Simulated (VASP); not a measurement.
# WSe2: the band gap, functional by functional, part 2 of 3

How does the band gap of WSe2 depend on the functional? The starting structure is a measured crystal structure from the Crystallography Open Database. The atoms were first relaxed with LDA in that cell, in a run that isn't shown, and the relaxed structure is the one below. Meshes and data sets differ where the inputs say so.

VASP 6.6.1.

Results so far: LDA 0.918 eV; PBE 0.981 eV.

The database entry behind the starting cell differs from later determinations by our own check (a about 0.2 % long), so it need not match the best structure at ambient conditions.

### Step 4. Bands with r2SCAN

Level of this step: r2SCAN; plane waves and PAW (W, Se) (VASP).

r2SCAN adds the kinetic-energy density, costs more than a GGA and is run with LASPH.

INCAR reads:

```
SYSTEM = WSe2
PREC = Accurate
ENCUT = 350
EDIFF = 1E-06
NELM = 100
ISMEAR = 0
SIGMA = 0.03
LREAL = .FALSE.
ALGO = Normal
METAGGA = R2SCAN
LASPH = .TRUE.
NBANDS = 34
LORBIT = 11
LWAVE = .FALSE.
LCHARG = .FALSE.
KPAR = 16
```

POSCAR reads:

```
WSe2
1.0
    3.2900000000      0.0000000000      0.0000000000
   -1.6450000000      2.8492235785      0.0000000000
    0.0000000000      0.0000000000     12.9700000000
W Se
2 4
Direct
    0.6666666667      0.3333333333      0.7500000000
    0.3333333333      0.6666666667      0.2500000000
    0.6666666667      0.3333333333      0.3775150786
    0.3333333333      0.6666666667      0.8775150786
    0.6666666667      0.3333333333      0.1224849214
    0.3333333333      0.6666666667      0.6224849214
```

KPOINTS reads:

```
Automatic mesh
0
Gamma
9 9 2
0 0 0
```

KPOINTS_OPT reads:

```
Line mode
8
Line-mode
Reciprocal
  0.00000000   0.00000000   0.00000000 GAMMA
  0.50000000   0.00000000   0.00000000 M

  0.50000000   0.00000000   0.00000000 M
  0.33333333   0.33333333   0.00000000 K

  0.33333333   0.33333333   0.00000000 K
  0.00000000   0.00000000   0.00000000 GAMMA

  0.00000000   0.00000000   0.00000000 GAMMA
  0.00000000   0.00000000   0.50000000 A

  0.00000000   0.00000000   0.50000000 A
  0.50000000   0.00000000   0.50000000 L

  0.50000000   0.00000000   0.50000000 L
  0.33333333   0.33333333   0.50000000 H

  0.33333333   0.33333333   0.50000000 H
  0.00000000   0.00000000   0.50000000 A

  0.50000000   0.00000000   0.50000000 L
  0.50000000   0.00000000   0.00000000 M

  0.33333333   0.33333333   0.00000000 K
  0.33333333   0.33333333   0.50000000 H
```

Potentials, in the order of the species: W and Se (PBE family, release 64).

Launch:

```sh
$ mpirun -np 16 vasp_std
```

Output:

```text
[banner, memory and clock lines left out]
running   16 mpi-ranks, on    1 nodes
[...]
[... a notice as in an earlier step ...]

|                                                                             |
|               ----> ADVICE to this user running VASP <----                  |
|                                                                             |
|     You enforced a specific xc type in the INCAR file but a different       |
|     [... a line on the potential file left out ...]
|     I HOPE YOU KNOW WHAT YOU ARE DOING!                                     |
|                                                                             |

 LDA part: xc-table for (None), standard interpolation
 POSCAR, INCAR and KPOINTS ok, starting setup
[...]
entering main loop
       N       E                     dE             d eps       ncg     rms          rms(c)
DAV:   1     0.680025478673E+01    0.68003E+01   -0.12361E+04  1632   0.697E+02
DAV:   2    -0.158994391520E+03   -0.16579E+03   -0.15541E+03  2072   0.180E+02
[...]
DAV:  15    -0.163729478192E+03   -0.16866E-05   -0.55566E-07  1110   0.404E-03    0.887E-03
DAV:  16    -0.163729478561E+03   -0.36956E-06   -0.26988E-07   900   0.231E-03
   1 F= -.16372948E+03 E0= -.16372948E+03  d E =-.827962E-23
 Start KPOINTS_OPT (optional k-point list driver)
k-point batch [1-24\72]
       N       E                     dE             ncg
DAV:   1     0.356377763370E+04   -0.14503E+05     1632
DAV:   2    -0.430124669566E+03   -0.39939E+04     2032
DAV:   3    -0.666411830998E+03   -0.23629E+03     2000
DAV:   4    -0.668495191198E+03   -0.20834E+01     2032
DAV:   5    -0.668512537596E+03   -0.17346E-01     2052
DAV:   6    -0.668512782411E+03   -0.24482E-03     2152
DAV:   7    -0.668512785929E+03   -0.35182E-05     1782
DAV:   8    -0.668512786085E+03   -0.15516E-06     1446
[...]
k-point batch [49-72\72]
       N       E                     dE             ncg
DAV:   1     0.337645598161E+04   -0.20140E+05     1632
DAV:   2    -0.521128787429E+03   -0.38976E+04     1990
DAV:   3    -0.746283795465E+03   -0.22516E+03     2030
DAV:   4    -0.748128770685E+03   -0.18450E+01     1878
DAV:   5    -0.748144008232E+03   -0.15238E-01     2036
DAV:   6    -0.748144209436E+03   -0.20120E-03     1998
DAV:   7    -0.748144212107E+03   -0.26706E-05     1718
DAV:   8    -0.748144212270E+03   -0.16258E-06     1350
```

The job ended after 38 s (16 MPI ranks of Intel Xeon 6975P-C (Granite Rapids), shared host; peak memory 4 GiB).

Parts of OUTCAR (step 4):

```text
  Total        1.7371682      1.7371682      2.5523035     -0.0000000     -0.0000000      0.0000000
  in kB       22.8923326     22.8923326     33.6341526     -0.0000000     -0.0000000      0.0000000
  external PRESSURE =      26.4729392 kB  Pullay stress =       0.0000000 kB

 POSITION                                       TOTAL-FORCE (eV/Angst)
 -----------------------------------------------------------------------------------
      1.64500      0.94974      9.72750        -0.000000      0.000000     -0.000000
     -0.00000      1.89948      3.24250         0.000000     -0.000000     -0.000000
      1.64500      0.94974      4.89637         0.000000     -0.000000      0.154414
     -0.00000      1.89948     11.38137        -0.000000      0.000000      0.154414
      1.64500      0.94974      1.58863         0.000000      0.000000     -0.154414
     -0.00000      1.89948      8.07363        -0.000000      0.000000     -0.154414
 -----------------------------------------------------------------------------------
    total drift:                               -0.000000      0.000000     -0.000000

  FREE ENERGIE OF THE ION-ELECTRON SYSTEM (eV)
  ---------------------------------------------------
  free  energy   TOTEN  =      -163.7294785613 eV

  energy  without entropy=     -163.7294785613  energy(sigma->0) =     -163.72947856

[... 2 parts as in an earlier step ...]

[... 1 further part left out ...]
[key lines of the parts left out:]
E-fermi :   5.3645
```

r2SCAN gives a least gap of 1.097 eV, and a least direct gap of 1.604 eV. The least gap is +0.179 eV from that of LDA.

### Step 5. Bands with TB-mBJ

TB-mBJ is a local potential fitted to gaps: it costs far less than a hybrid but gives no energy. Its energies, forces and stress mean nothing.

INCAR, as its differences from that of step 4:

```diff
@@ -4,3 +4,3 @@
 EDIFF = 1E-06
-NELM = 100
+NELM = 150
 ISMEAR = 0
@@ -9,3 +9,3 @@
 ALGO = Normal
-METAGGA = R2SCAN
+METAGGA = MBJ
 LASPH = .TRUE.
```

POSCAR is that of step 4.

KPOINTS is that of step 4.

KPOINTS_OPT is that of step 4.

Launch:

```sh
$ mpirun -np 16 vasp_std
```

Output:

```text
[banner, memory and clock lines left out]
running   16 mpi-ranks, on    1 nodes
[...]
[... a notice as in an earlier step ...]

 [... a notice as in an earlier step ...]

 LDA part: xc-table for (None), standard interpolation
 POSCAR, INCAR and KPOINTS ok, starting setup
[...]
entering main loop
       N       E                     dE             d eps       ncg     rms          rms(c)
DAV:   1     0.230618685796E+04    0.23062E+04   -0.11919E+04  1632   0.675E+02
DAV:   2     0.214755497391E+04   -0.15863E+03   -0.14869E+03  2044   0.174E+02
DAV:   3     0.213841935373E+04   -0.91356E+01   -0.90256E+01  2112   0.413E+01
DAV:   4     0.213834315244E+04   -0.76201E-01   -0.76119E-01  2000   0.407E+00
[...]
DAV:  73     0.215198698946E+04    0.21052E-05   -0.22477E-11   822   0.217E-05    0.900E-06
DAV:  74     0.215198699050E+04    0.10362E-05   -0.54450E-12   822   0.109E-05    0.893E-06
DAV:  75     0.215198699084E+04    0.34119E-06    0.14715E-12   822   0.505E-06
   1 F= 0.21519870E+04 E0= 0.21519870E+04  d E =-.397991E-20
 Start KPOINTS_OPT (optional k-point list driver)
k-point batch [1-24\72]
       N       E                     dE             ncg
DAV:   1     0.385333673369E+04   -0.14213E+05     1632
DAV:   2    -0.126598846197E+02   -0.38660E+04     2012
DAV:   3    -0.236695527254E+03   -0.22404E+03     2000
DAV:   4    -0.238718870959E+03   -0.20233E+01     2032
DAV:   5    -0.238735797456E+03   -0.16926E-01     2050
DAV:   6    -0.238736039523E+03   -0.24207E-03     2176
DAV:   7    -0.238736043019E+03   -0.34960E-05     1764
DAV:   8    -0.238736043188E+03   -0.16834E-06     1480
[...]
k-point batch [49-72\72]
       N       E                     dE             ncg
DAV:   1     0.367167071157E+04   -0.19845E+05     1632
DAV:   2    -0.103097006730E+03   -0.37748E+04     1996
DAV:   3    -0.315083903416E+03   -0.21199E+03     2068
DAV:   4    -0.316851534381E+03   -0.17676E+01     1870
DAV:   5    -0.316866079984E+03   -0.14546E-01     2064
DAV:   6    -0.316866281047E+03   -0.20106E-03     1998
DAV:   7    -0.316866284116E+03   -0.30692E-05     1772
DAV:   8    -0.316866284288E+03   -0.17159E-06     1326
```

The job ended after 58 s (16 MPI ranks; peak memory 4.3 GiB; 15 min of CPU time).

From OUTCAR (step 5):

```text
  Total       90.3977070     90.3977070     81.2240049      0.0000000      0.0000000      0.0000000
  in kB     1191.2573493   1191.2573493   1070.3666726      0.0000000      0.0000000      0.0000000
  external PRESSURE =    1150.9604570 kB  Pullay stress =       0.0000000 kB

 POSITION                                       TOTAL-FORCE (eV/Angst)
 -----------------------------------------------------------------------------------
      1.64500      0.94974      9.72750        -0.000000     -0.000000      0.000000
     -0.00000      1.89948      3.24250         0.000000      0.000000      0.000000
      1.64500      0.94974      4.89637         0.000000      0.000000      0.020115
     -0.00000      1.89948     11.38137        -0.000000      0.000000      0.020115
      1.64500      0.94974      1.58863        -0.000000      0.000000     -0.020115
     -0.00000      1.89948      8.07363        -0.000000      0.000000     -0.020115
 -----------------------------------------------------------------------------------
    total drift:                               -0.000000      0.000000     -0.000000

  FREE ENERGIE OF THE ION-ELECTRON SYSTEM (eV)
  ---------------------------------------------------
  free  energy   TOTEN  =      2151.9869908398 eV

  energy  without entropy=     2151.9869908398  energy(sigma->0) =     2151.98699084

[... 2 parts as in an earlier step ...]

[... 1 further part left out ...]
[key lines of the parts left out:]
E-fermi :   5.6599
```

TB-mBJ gives a least gap of 1.177 eV, and a least direct gap of 1.566 eV. The least gap is +0.259 eV from that of LDA.

### Step 6. Bands with LDA + spin-orbit coupling

Spin-orbit coupling is switched on in this step.

INCAR reads:

```
SYSTEM = WSe2
PREC = Accurate
ENCUT = 350
EDIFF = 1E-06
NELM = 100
ISMEAR = 0
SIGMA = 0.03
LREAL = .FALSE.
ALGO = Normal
GGA = CA
LNONCOLLINEAR = .TRUE.
MAGMOM = 0 0 0 0 0 0 0 0 0 0 0 0 0 0 0 0 0 0
NBANDS = 48
GGA_COMPAT = .FALSE.
LASPH = .TRUE.
LSORBIT = .TRUE.
LMAXMIX = 4
LORBIT = 11
LWAVE = .FALSE.
LCHARG = .FALSE.
KPAR = 16
```

POSCAR is that of step 5.

KPOINTS is that of step 5.

KPOINTS_OPT is that of step 5.

The projector-augmented-wave data sets are W and Se (LDA family, release 64).

Launch:

```sh
$ mpirun -np 16 vasp_ncl
```

Output:

```text
[banner, memory and clock lines left out]
running   16 mpi-ranks, on    1 nodes
[...]
[... a notice as in an earlier step ...]

 LDA part: xc-table for (Slater(with rela. corr.)+CA(PZ))
 , standard interpolation
 POSCAR, INCAR and KPOINTS ok, starting setup
[...]
entering main loop
       N       E                     dE             d eps       ncg     rms          rms(c)
DAV:   1     0.139989930542E+03    0.13999E+03   -0.12292E+04  2304   0.951E+02
DAV:   2    -0.382724944790E+02   -0.17826E+03   -0.17045E+03  3024   0.215E+02
DAV:   3    -0.507381611333E+02   -0.12466E+02   -0.12324E+02  2808   0.592E+01
DAV:   4    -0.510645423870E+02   -0.32638E+00   -0.32450E+00  3296   0.906E+00
[...]
DAV:  14    -0.490410686689E+02    0.11676E-05   -0.14891E-06  2200   0.654E-03    0.150E-02
DAV:  15    -0.490410675878E+02    0.10812E-05   -0.43260E-06  2672   0.870E-03    0.659E-03
DAV:  16    -0.490410675157E+02    0.72036E-07   -0.32478E-07  1656   0.331E-03
   1 F= -.49041068E+02 E0= -.49041068E+02  d E =-.108763E-18  mag=     0.0000    -0.0000     0.0000
 Start KPOINTS_OPT (optional k-point list driver)
k-point batch [1-24\72]
       N       E                     dE             ncg
DAV:   1     0.425272407100E+04   -0.13294E+05     2304
DAV:   2     0.307869386590E+02   -0.42219E+04     2968
DAV:   3    -0.272481735188E+03   -0.30327E+03     2848
DAV:   4    -0.281737260645E+03   -0.92555E+01     3296
DAV:   5    -0.281896565724E+03   -0.15931E+00     2928
DAV:   6    -0.281902515178E+03   -0.59495E-02     3408
DAV:   7    -0.281902649686E+03   -0.13451E-03     2936
DAV:   8    -0.281902656005E+03   -0.63194E-05     2600
DAV:   9    -0.281902656277E+03   -0.27129E-06     2096
[...]
k-point batch [49-72\72]
       N       E                     dE             ncg
DAV:   1     0.405722287452E+04   -0.18678E+05     2304
DAV:   2    -0.556823687205E+02   -0.41129E+04     2944
DAV:   3    -0.350735326567E+03   -0.29505E+03     2904
DAV:   4    -0.357912896497E+03   -0.71776E+01     3208
DAV:   5    -0.358061497424E+03   -0.14860E+00     2888
DAV:   6    -0.358066484066E+03   -0.49866E-02     3280
DAV:   7    -0.358066600028E+03   -0.11596E-03     2856
DAV:   8    -0.358066604263E+03   -0.42352E-05     2448
DAV:   9    -0.358066604544E+03   -0.28077E-06     2016
```

Elapsed: 47 s, on 16 MPI ranks; peak memory 6.7 GiB.

Parts of OUTCAR (step 6):

```text
  Total       -2.4229749     -2.4229749     -0.6362127      0.0000000     -0.0000000      0.0000000
  in kB      -31.9298663    -31.9298663     -8.3839851      0.0000000     -0.0000000      0.0000000
  external PRESSURE =     -24.0812392 kB  Pullay stress =       0.0000000 kB

 POSITION                                       TOTAL-FORCE (eV/Angst)
 -----------------------------------------------------------------------------------
      1.64500      0.94974      9.72750         0.000000      0.000000      0.000000
     -0.00000      1.89948      3.24250         0.000000      0.000000      0.000000
      1.64500      0.94974      4.89637         0.000000      0.000000      0.007580
     -0.00000      1.89948     11.38137        -0.000000     -0.000000      0.007580
      1.64500      0.94974      1.58863         0.000000      0.000000     -0.007580
     -0.00000      1.89948      8.07363        -0.000000     -0.000000     -0.007580
 -----------------------------------------------------------------------------------
    total drift:                               -0.000000      0.000000     -0.000000

  FREE ENERGIE OF THE ION-ELECTRON SYSTEM (eV)
  ---------------------------------------------------
  free  energy   TOTEN  =       -49.0410675157 eV

  energy  without entropy=      -49.0410675157  energy(sigma->0) =      -49.04106752

 magnetization (x)
# of ion       s       p       d       tot
------------------------------------------
    1        0.000  -0.000  -0.000  -0.000
    2        0.000   0.000  -0.000  -0.000
    3        0.000  -0.000  -0.000  -0.000
    4       -0.000   0.000   0.000   0.000
    5       -0.000   0.000   0.000   0.000
    6        0.000  -0.000  -0.000  -0.000
--------------------------------------------------
tot         -0.000  -0.000   0.000  -0.000

 magnetization (y)
# of ion       s       p       d       tot
------------------------------------------
    1        0.000   0.000  -0.000  -0.000
    2       -0.000  -0.000   0.000  -0.000
    3        0.000   0.000   0.000   0.000
    4        0.000   0.000  -0.000  -0.000
    5        0.000   0.000   0.000   0.000
    6        0.000   0.000   0.000   0.000
--------------------------------------------------
tot          0.000  -0.000  -0.000   0.000

 magnetization (z)
# of ion       s       p       d       tot
------------------------------------------
    1        0.000   0.000   0.000   0.000
    2        0.000   0.000   0.000   0.000
    3        0.000   0.000   0.000   0.000
    4        0.000   0.000   0.000   0.000
    5        0.000   0.000   0.000   0.000
    6        0.000   0.000   0.000   0.000
--------------------------------------------------
tot          0.000   0.000   0.000   0.000

[... 1 part as in an earlier step ...]

[... 2 further parts left out ...]
[key lines of the parts left out:]
E-fermi :   5.5812
```

LDA + spin-orbit coupling gives a least gap of 0.841 eV, and a least direct gap of 1.264 eV. The least gap is -0.077 eV from that of LDA.

### Step 7. Bands with r2SCAN + spin-orbit coupling

INCAR, as its differences from that of step 6:

```diff
@@ -9,3 +9,4 @@
 ALGO = Normal
-GGA = CA
+METAGGA = R2SCAN
+LASPH = .TRUE.
 LNONCOLLINEAR = .TRUE.
@@ -14,3 +15,2 @@
 GGA_COMPAT = .FALSE.
-LASPH = .TRUE.
 LSORBIT = .TRUE.
```

POSCAR is that of step 6.

KPOINTS is that of step 6.

KPOINTS_OPT is that of step 6.

The projector-augmented-wave data sets are W and Se (PBE family, release 64).

Launch:

```sh
$ mpirun -np 16 vasp_ncl
```

Output:

```text
[... set-up lines as in an earlier step ...]
 entering main loop
       N       E                     dE             d eps       ncg     rms          rms(c)
DAV:   1     0.305410503169E+02    0.30541E+02   -0.12726E+04  2304   0.986E+02
DAV:   2    -0.155432701927E+03   -0.18597E+03   -0.17781E+03  3048   0.235E+02
DAV:   3    -0.168845796548E+03   -0.13413E+02   -0.13241E+02  2872   0.661E+01
DAV:   4    -0.169220641601E+03   -0.37485E+00   -0.37250E+00  3304   0.108E+01
[...]
DAV:  14    -0.164124463970E+03   -0.26711E-05   -0.38305E-06  3000   0.127E-02    0.249E-02
DAV:  15    -0.164124465121E+03   -0.11512E-05   -0.18216E-06  2144   0.811E-03    0.114E-02
DAV:  16    -0.164124465713E+03   -0.59201E-06   -0.41523E-07  1712   0.448E-03
   1 F= -.16412447E+03 E0= -.16412447E+03  d E =-.557130E-17  mag=    -0.0000    -0.0000    -0.0000
 Start KPOINTS_OPT (optional k-point list driver)
k-point batch [1-24\72]
       N       E                     dE             ncg
DAV:   1     0.414033139523E+04   -0.13406E+05     2304
DAV:   2    -0.337953666201E+03   -0.44783E+04     2960
DAV:   3    -0.664217026708E+03   -0.32626E+03     2896
DAV:   4    -0.673836902533E+03   -0.96199E+01     3232
DAV:   5    -0.674058385081E+03   -0.22148E+00     2936
DAV:   6    -0.674066178741E+03   -0.77937E-02     3416
DAV:   7    -0.674066323170E+03   -0.14443E-03     2912
DAV:   8    -0.674066328794E+03   -0.56240E-05     2600
DAV:   9    -0.674066329030E+03   -0.23607E-06     2048
[...]
k-point batch [49-72\72]
       N       E                     dE             ncg
DAV:   1     0.392956578639E+04   -0.18806E+05     2304
DAV:   2    -0.435146337113E+03   -0.43647E+04     2952
DAV:   3    -0.745827467904E+03   -0.31068E+03     2904
DAV:   4    -0.753832635966E+03   -0.80052E+01     3200
DAV:   5    -0.754020675106E+03   -0.18804E+00     2888
DAV:   6    -0.754026693635E+03   -0.60185E-02     3288
DAV:   7    -0.754026830024E+03   -0.13639E-03     2840
DAV:   8    -0.754026834794E+03   -0.47702E-05     2464
DAV:   9    -0.754026835087E+03   -0.29345E-06     2000
```

Wall time 2.9 min (16 MPI ranks); peak memory 7.8 GiB.

From OUTCAR (step 7):

```text
  Total        1.7394052      1.7394052      2.5661312      0.0000000      0.0000000      0.0000000
  in kB       22.9218116     22.9218116     33.8163735      0.0000000      0.0000000      0.0000000
  external PRESSURE =      26.5533322 kB  Pullay stress =       0.0000000 kB

 POSITION                                       TOTAL-FORCE (eV/Angst)
 -----------------------------------------------------------------------------------
      1.64500      0.94974      9.72750        -0.000000      0.000000     -0.000000
     -0.00000      1.89948      3.24250        -0.000000      0.000000     -0.000000
      1.64500      0.94974      4.89637        -0.000000     -0.000000      0.161740
     -0.00000      1.89948     11.38137        -0.000000      0.000000      0.161740
      1.64500      0.94974      1.58863         0.000000     -0.000000     -0.161740
     -0.00000      1.89948      8.07363         0.000000      0.000000     -0.161740
 -----------------------------------------------------------------------------------
    total drift:                               -0.000000      0.000000     -0.000000

  FREE ENERGIE OF THE ION-ELECTRON SYSTEM (eV)
  ---------------------------------------------------
  free  energy   TOTEN  =      -164.1244657132 eV

  energy  without entropy=     -164.1244657132  energy(sigma->0) =     -164.12446571

 magnetization (x)
# of ion       s       p       d       tot
------------------------------------------
    1        0.000   0.000   0.000   0.000
    2        0.000   0.000   0.000   0.000
    3        0.000  -0.000   0.000  -0.000
    4       -0.000   0.000  -0.000   0.000
    5       -0.000   0.000  -0.000   0.000
    6        0.000  -0.000   0.000  -0.000
--------------------------------------------------
tot         -0.000   0.000   0.000   0.000

 magnetization (y)
# of ion       s       p       d       tot
------------------------------------------
    1        0.000  -0.000   0.000   0.000
    2        0.000   0.000  -0.000  -0.000
    3       -0.000   0.000   0.000   0.000
    4        0.000   0.000  -0.000   0.000
    5        0.000   0.000  -0.000   0.000
    6        0.000   0.000   0.000   0.000
--------------------------------------------------
tot         -0.000   0.000   0.000   0.000

[... 3 parts as in an earlier step ...]

[... 1 further part left out ...]
[key lines of the parts left out:]
E-fermi :   5.3812
```

r2SCAN + spin-orbit coupling gives a least gap of 1.021 eV, and a least direct gap of 1.391 eV. The least gap is -0.076 eV from that of r2SCAN.

(Part 2 of 3 ends here.)

[Lines on the potential files, build, host, timing and source positions are cut from VASP's logs without a mark.]

[Logs are printed without paths, hosts, clocks, repeated set-up lines and the standing remarks that a program may print on its own settings, such as how far it seeks lower states.]

[Hosts, paths, dates, database ids (printed as entryN), source tags and the programs' standing remarks are cut or masked in the printed files.]
